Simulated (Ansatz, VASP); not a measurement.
**One calculation of TaMo4, two programs**

```
Ta Mo
1.0
     4.64994    0.00000    0.00000
     0.00000    4.64994    0.00000
     0.00000    0.00000    4.64994
Ta Mo
1 4
Direct
  0.50000 0.50000 0.50000
  0.00000 0.50000 0.50000
  0.50000 0.00000 0.50000
  0.50000 0.50000 0.00000
  0.00000 0.00000 0.00000
```

Alike in both runs: task single point; functional PBE; k mesh 4 × 4 × 4; occupations gaussian, width 0.1 eV; no spin polarisation.

|  | VASP | Ansatz |
| --- | --- | --- |
| version | VASP 6.6.1 | Ansatz 0.2.0 |
| potentials or method | VASP PAW PBE potentials, release 64 (Ta_pv, Mo_sv) | scalar-relativistic, plane waves, PAW |
| plane-wave cutoff (eV) | 520 | 420 |
| valence electrons in the cell | 67 | 69 |

Ansatz gave:

```
gap on the k mesh at the Fermi level (eV) : none
pressure (GPa)                            : 1.1
```

Task: What did VASP give for the same quantities?

Result: gap on the k mesh at the Fermi level (eV): none; pressure (GPa): 1.9.

A gap of «none» marks a metal or a gap that the smearing closes. The functional is the same, so the differences come from potentials, cutoffs and numerics. The two sets of potentials don't hold the same shells in valence.

Spin-orbit coupling is left out, which matters for the levels of Ta.
